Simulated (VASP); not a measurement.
Input:

```xyz
4
Lattice="3.7844 0.0000 0.0000 -1.8922 3.2774 0.0000 0.0000 0.0000 6.6652" Properties=species:S:1:pos:R:3 pbc="T T T"
Ge     0.0000     0.0000     0.0000
Ge     0.0000     0.0000     3.3326
S      0.0000     2.1849     1.6663
S      1.8922     1.0925     4.9989
```

These are PBE GGA, VASP's PBE PAW potentials (set 64) (plane waves; VASP) values and carry that method's errors. Run with 400 eV cut-off, 10×10×5 Γ-centred mesh, tetrahedra with Blöchl corrections, potentials Ge_d S.

The cores are frozen, which limits the accuracy of field gradients.

Problem. Give the principal components of the electric field gradient (V/Å²) and the asymmetry η at each nucleus.

Solution. 
```json
[
 {"atom": "Ge1", "Vxx": "5.9", "Vyy": "5.9", "Vzz": "-11.9", "η": "0.00"},
 {"atom": "Ge2", "Vxx": "5.9", "Vyy": "5.9", "Vzz": "-11.9", "η": "0.00"},
 {"atom": "S3", "Vxx": "-13.0", "Vyy": "-13.0", "Vzz": "26.0", "η": "0.00"},
 {"atom": "S4", "Vxx": "-13.0", "Vyy": "-13.0", "Vzz": "26.0", "η": "0.00"}
]
```

The structure was generated: GeS was put into the NiAs type type (P6_3/mmc), which need not be its known phase. It was relaxed first, which changed the volume by +49 %.
